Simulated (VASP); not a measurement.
OSZICAR of a VASP run on PtF2 (atoms displaced from the space group 164 structure):

OSZICAR:
```
       N       E                     dE             d eps       ncg     rms          rms(c)
DAV:   1     0.129177847916E+03    0.12918E+03   -0.12885E+04  7080   0.121E+03
DAV:   2    -0.269153707270E+01   -0.13187E+03   -0.13017E+03  7968   0.306E+02
DAV:   3    -0.596957180651E+01   -0.32780E+01   -0.32623E+01  7712   0.516E+01
DAV:   4    -0.598461019337E+01   -0.15038E-01   -0.15037E-01  8120   0.361E+00
DAV:   5    -0.598471823245E+01   -0.10804E-03   -0.10804E-03  7512   0.290E-01    0.585E+01
DAV:   6    -0.483377630536E+01    0.11509E+01   -0.42206E+00  7768   0.253E+01    0.377E+01
DAV:   7    -0.480265127904E+01    0.31125E-01   -0.78368E-01  6728   0.107E+01    0.594E+00
DAV:   8    -0.476195534754E+01    0.40696E-01   -0.12829E-01  7968   0.465E+00    0.695E-01
DAV:   9    -0.476137070837E+01    0.58464E-03   -0.87357E-03  6928   0.850E-01    0.300E-01
DAV:  10    -0.476122895430E+01    0.14175E-03   -0.91116E-04  7824   0.328E-01    0.121E-01
DAV:  11    -0.476121908842E+01    0.98659E-05   -0.15948E-04  7672   0.158E-01    0.684E-02
DAV:  12    -0.476121363462E+01    0.54538E-05   -0.47145E-05  8152   0.998E-02    0.159E-02
DAV:  13    -0.476121272842E+01    0.90620E-06   -0.43879E-06  7272   0.255E-02
   1 F= -.47612127E+01 E0= -.47501775E+01  d E =-.220704E-01
```

Problem. Which electronic solver shows in the log?

Solution. It is blocked Davidson (ALGO = Normal, or the opening steps of other solvers). The INCAR had ALGO = Normal.

Problem. Can the final energy be trusted as converged?

Solution. Self-consistency was reached. It stopped with EDIFF = 1E-6, NELM = 100 (PBE GGA, plane waves, VASP's PBE PAW potentials (set 64)).

The structure was generated: PtF2 was put into an ordered model structure, which need not be its known phase. The cell was not relaxed at this level, atoms are displaced from their ideal sites.
